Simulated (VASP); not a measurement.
Write the native input for VASP 6.6.1 that does the following.

* Task: electron localisation function
* Functional: PBE
* Potentials or basis: VASP PAW PBE potentials, release 64 (F, Al, Se, H)
* Cutoff: 520 eV
* k mesh: 1 × 1 × 1
* Occupations: gaussian, width 0.01 eV
* Spin: no spin polarisation
* Further INCAR settings: ALGO = Normal; EDIFF = 1e-06

The structure of F2AlSeH lies in POSCAR:

```
AlHSeF2
1.0
   12.0000000000      0.0000000000      0.0000000000
    0.0000000000     12.0000000000      0.0000000000
    0.0000000000      0.0000000000     13.0000000000
F Al Se H
2 1 1 1
Direct
    0.5724708300      0.4763750000      0.6421461500
    0.6065708300      0.4067250000      0.4370615400
    0.5380291700      0.4826250000      0.5204769200
    0.3955958300      0.5967750000      0.4703538500
    0.4121708300      0.5616500000      0.3630846200
```

One way to write it, as run:

INCAR

```
SYSTEM = AlHSeF2
PREC = Accurate
ENCUT = 520
EDIFF = 1E-6
ISMEAR = 0
SIGMA = 0.01
LREAL = .FALSE.
LASPH = .TRUE.
NELM = 80
ALGO = Normal
ISIF = 2
LWAVE = .FALSE.
LCHARG = .TRUE.
GGA = PE
LELF = .TRUE.
```

KPOINTS

```
Automatic mesh
0
G
  1 1 1
  0 0 0
```

Potentials or basis: VASP PAW PBE potentials, release 64 (F, Al, Se, H).

Launch:

```bash
$ cat potpaw_PBE.64/F/POTCAR potpaw_PBE.64/Al/POTCAR potpaw_PBE.64/Se/POTCAR potpaw_PBE.64/H/POTCAR > POTCAR
$ mpirun -np 1 vasp_gam > vasp.out
```

It gave:

```yaml
Largest_force: 0.620 eV/Å
Gap_between_the_frontier_levels: 4.52 eV
```

It took 86 s on 1 thread of AMD EPYC 9R45 96-Core Processor (Zen 5), on a shared host, peak memory 1.3 GiB.
